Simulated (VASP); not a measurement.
Set up this calculation in VASP 6.6.1, as the native input.

| Property | Result |
| --- | --- |
| Task | band structure |
| Functional | TB-mBJ |
| Potentials or basis | VASP PAW PBE potentials, release 64 (Mg, O) |
| Cutoff | 520 eV |
| k mesh | 12 × 12 × 12 |
| Occupations | gaussian, width 0.03 eV |
| Spin | no spin polarisation |
| Further INCAR settings | ALGO = Normal; EDIFF = 1e-07; NBANDS = 11 |

The system is MgO.

```
Mg O
1.0
     0.00000    2.12248    2.12248
     2.12248    0.00000    2.12248
     2.12248    2.12248    0.00000
Mg O
1 1
Direct
  0.00000 0.00000 0.00000
  0.50000 0.50000 0.50000
```

The input as run:

POSCAR

```
MgO                                     
1.0
    0.0000000000      2.1224813280      2.1224813280
    2.1224813280      0.0000000000      2.1224813280
    2.1224813280      2.1224813280      0.0000000000
  Mg              O             
     1     1
Direct
     0.0000000000000000    0.0000000000000000    0.0000000000000000
     0.5000000000000000    0.5000000000000000    0.5000000000000000
```

INCAR.step1

```
PREC = Accurate ; ENCUT = 520
EDIFF = 1E-5 ; ISMEAR = 0
SIGMA = 0.03 ; LREAL = F
LASPH = T ; NELM = 80
ALGO = Normal ; ISIF = 2
LWAVE = T ; LCHARG = F
NBANDS = 11 ; GGA = PE
```

INCAR.step2

```
PREC = Accurate ; ENCUT = 520
EDIFF = 1E-7 ; ISMEAR = 0
SIGMA = 0.03 ; LREAL = F
LASPH = T ; NELM = 80
ALGO = Normal ; ISIF = 2
LWAVE = F ; LCHARG = F
METAGGA = MBJ ; NBANDS = 11
ISTART = 1
```

KPOINTS

```
Automatic mesh
0
Gamma
  12 12 12
```

KPOINTS_OPT

```
explicit points
109
Reciprocal
 0.0000000000  0.0000000000  0.0000000000 1
 0.0555555556  0.0000000000  0.0555555556 1
 0.1111111111  0.0000000000  0.1111111111 1
 0.1666666667  0.0000000000  0.1666666667 1
 0.2222222222  0.0000000000  0.2222222222 1
 0.2777777778  0.0000000000  0.2777777778 1
 0.3333333333  0.0000000000  0.3333333333 1
 0.3888888889  0.0000000000  0.3888888889 1
 0.4444444444  0.0000000000  0.4444444444 1
 0.5000000000  0.0000000000  0.5000000000 1
 0.5000000000  0.0000000000  0.5000000000 1
 0.5000000000  0.0277777778  0.5277777778 1
 0.5000000000  0.0555555556  0.5555555556 1
 0.5000000000  0.0833333333  0.5833333333 1
 0.5000000000  0.1111111111  0.6111111111 1
 0.5000000000  0.1388888889  0.6388888889 1
 0.5000000000  0.1666666667  0.6666666667 1
 0.5000000000  0.1944444444  0.6944444444 1
 0.5000000000  0.2222222222  0.7222222222 1
 0.5000000000  0.2500000000  0.7500000000 1
 0.5000000000  0.2500000000  0.7500000000 1
 0.4861111111  0.2638888889  0.7500000000 1
 0.4722222222  0.2777777778  0.7500000000 1
 0.4583333333  0.2916666667  0.7500000000 1
 0.4444444444  0.3055555556  0.7500000000 1
 0.4305555556  0.3194444444  0.7500000000 1
 0.4166666667  0.3333333333  0.7500000000 1
 0.4027777778  0.3472222222  0.7500000000 1
 0.3888888889  0.3611111111  0.7500000000 1
 0.3750000000  0.3750000000  0.7500000000 1
 0.3750000000  0.3750000000  0.7500000000 1
 0.3333333333  0.3333333333  0.6666666667 1
 0.2916666667  0.2916666667  0.5833333333 1
 0.2500000000  0.2500000000  0.5000000000 1
 0.2083333333  0.2083333333  0.4166666667 1
 0.1666666667  0.1666666667  0.3333333333 1
 0.1250000000  0.1250000000  0.2500000000 1
 0.0833333333  0.0833333333  0.1666666667 1
 0.0416666667  0.0416666667  0.0833333333 1
 0.0000000000  0.0000000000  0.0000000000 1
 0.0000000000  0.0000000000  0.0000000000 1
 0.0555555556  0.0555555556  0.0555555556 1
 0.1111111111  0.1111111111  0.1111111111 1
 0.1666666667  0.1666666667  0.1666666667 1
 0.2222222222  0.2222222222  0.2222222222 1
 0.2777777778  0.2777777778  0.2777777778 1
 0.3333333333  0.3333333333  0.3333333333 1
 0.3888888889  0.3888888889  0.3888888889 1
 0.4444444444  0.4444444444  0.4444444444 1
 0.5000000000  0.5000000000  0.5000000000 1
 0.5000000000  0.5000000000  0.5000000000 1
 0.5138888889  0.4722222222  0.5138888889 1
 0.5277777778  0.4444444444  0.5277777778 1
 0.5416666667  0.4166666667  0.5416666667 1
 0.5555555556  0.3888888889  0.5555555556 1
 0.5694444444  0.3611111111  0.5694444444 1
 0.5833333333  0.3333333333  0.5833333333 1
 0.5972222222  0.3055555556  0.5972222222 1
 0.6111111111  0.2777777778  0.6111111111 1
 0.6250000000  0.2500000000  0.6250000000 1
 0.6250000000  0.2500000000  0.6250000000 1
 0.6111111111  0.2500000000  0.6388888889 1
 0.5972222222  0.2500000000  0.6527777778 1
 0.5833333333  0.2500000000  0.6666666667 1
 0.5694444444  0.2500000000  0.6805555556 1
 0.5555555556  0.2500000000  0.6944444444 1
 0.5416666667  0.2500000000  0.7083333333 1
 0.5277777778  0.2500000000  0.7222222222 1
 0.5138888889  0.2500000000  0.7361111111 1
 0.5000000000  0.2500000000  0.7500000000 1
 0.5000000000  0.2500000000  0.7500000000 1
 0.5000000000  0.2777777778  0.7222222222 1
 0.5000000000  0.3055555556  0.6944444444 1
 0.5000000000  0.3333333333  0.6666666667 1
 0.5000000000  0.3611111111  0.6388888889 1
 0.5000000000  0.3888888889  0.6111111111 1
 0.5000000000  0.4166666667  0.5833333333 1
 0.5000000000  0.4444444444  0.5555555556 1
 0.5000000000  0.4722222222  0.5277777778 1
 0.5000000000  0.5000000000  0.5000000000 1
 0.5000000000  0.5000000000  0.5000000000 1
 0.4861111111  0.4861111111  0.5277777778 1
 0.4722222222  0.4722222222  0.5555555556 1
 0.4583333333  0.4583333333  0.5833333333 1
 0.4444444444  0.4444444444  0.6111111111 1
 0.4305555556  0.4305555556  0.6388888889 1
 0.4166666667  0.4166666667  0.6666666667 1
 0.4027777778  0.4027777778  0.6944444444 1
 0.3888888889  0.3888888889  0.7222222222 1
 0.3750000000  0.3750000000  0.7500000000 1
 0.6250000000  0.2500000000  0.6250000000 1
 0.6111111111  0.2222222222  0.6111111111 1
 0.5972222222  0.1944444444  0.5972222222 1
 0.5833333333  0.1666666667  0.5833333333 1
 0.5694444444  0.1388888889  0.5694444444 1
 0.5555555556  0.1111111111  0.5555555556 1
 0.5416666667  0.0833333333  0.5416666667 1
 0.5277777778  0.0555555556  0.5277777778 1
 0.5138888889  0.0277777778  0.5138888889 1
 0.5000000000  0.0000000000  0.5000000000 1
 0.0000000000  0.0000000000  0.0000000000 1
 0.3750000000  0.3750000000  0.7500000000 1
 0.5000000000  0.5000000000  0.5000000000 1
 0.6250000000  0.2500000000  0.6250000000 1
 0.5000000000  0.2500000000  0.7500000000 1
 0.5000000000  0.0000000000  0.5000000000 1
 0.4000000000  0.0000000000  0.4000000000 1
 0.4250000000  0.0000000000  0.4250000000 1
 0.4500000000  0.0000000000  0.4500000000 1
```

Potentials or basis: VASP PAW PBE potentials, release 64 (Mg, O).

The run is started by

```console
$ cat potpaw_PBE.64/Mg/POTCAR potpaw_PBE.64/O/POTCAR > POTCAR
$ cp INCAR.step1 INCAR
$ mpirun -np 1 vasp_std > vasp.out
$ cp INCAR.step2 INCAR
$ mpirun -np 1 vasp_std > vasp.out
```

It gave:

```json
{"Band gap on the k mesh": "6.53 eV, direct", "Band gap along the path": "6.53 eV, direct"}
```

It took 41 s on 1 thread of Intel(R) Xeon(R) 6975P-C (Granite Rapids), on a shared host, peak memory 0.16 GiB.
